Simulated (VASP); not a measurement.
The system is In2GeO4.

```
In Ge O
1.0
     1.77500    1.02480    9.16667
    -1.77500    1.02480    9.16667
     0.00000   -2.04959    9.16667
In Ge O
2 1 4
Direct
  0.78500 0.78500 0.78500
  0.21500 0.21500 0.21500
  0.00000 0.00000 0.00000
  0.12800 0.12800 0.12800
  0.70800 0.70800 0.70800
  0.87200 0.87200 0.87200
  0.29200 0.29200 0.29200
```

The cell was built by a generator and needn't be a form met in nature.

| Item | Value |
| --- | --- |
| Program | VASP 6.6.1 |
| Task | relaxation of cell and atoms |
| Functional | PBE |
| Potentials or basis | VASP PAW PBE potentials, release 64 (In_d, Ge_d, O) |
| Cutoff | 520 eV |
| k mesh | 5 × 5 × 5 |
| Occupations | gaussian, width 0.15 eV |
| Spin | no spin polarisation |

At the start: pressure 6.8 GPa; volume 14.29 Å³/atom.

Problem. How do energy, volume and symmetry change on relaxing?

Solution. Over 8 steps the energy falls by 79.2 meV/atom and the volume is 15.03 Å³/atom (+5.2 %); space group R-3m (No. 166, to 0.05 Å).

Step by step:
```
step  energy change (eV)  largest force (eV/Å)  pressure (GPa)  volume (Å³)
   1              0.0000                1.8597            6.79       100.05
   2             -0.4322                0.7472           -3.29       109.01
   3             -0.4360                0.7871           -2.71       108.13
   4             -0.5122                0.4969            0.06       105.55
   5             -0.5123                0.5376            1.04       105.27
   6             -0.5514                0.1011            0.34       104.81
   7             -0.5520                0.1058            0.26       104.86
   8             -0.5543                0.0447           -0.36       105.22
```

Final structure:
```yaml
crystal:
  lattice:
    - [1.82455, 1.05341, 9.12400]
    - [-1.82455, 1.05341, 9.12400]
    - [0.00000, -2.10681, 9.12400]
  atoms:
    - { symbol: In, position: [0.78097, 0.78097, 0.78097] }
    - { symbol: In, position: [0.21903, 0.21903, 0.21903] }
    - { symbol: Ge, position: [0.00000, 0.00000, 0.00000] }
    - { symbol: O, position: [0.13292, 0.13292, 0.13292] }
    - { symbol: O, position: [0.70621, 0.70621, 0.70621] }
    - { symbol: O, position: [0.86708, 0.86708, 0.86708] }
    - { symbol: O, position: [0.29379, 0.29379, 0.29379] }
```

Caveat: the k mesh is coarse (spacing up to 0.41 Å⁻¹), so the values aren't converged.
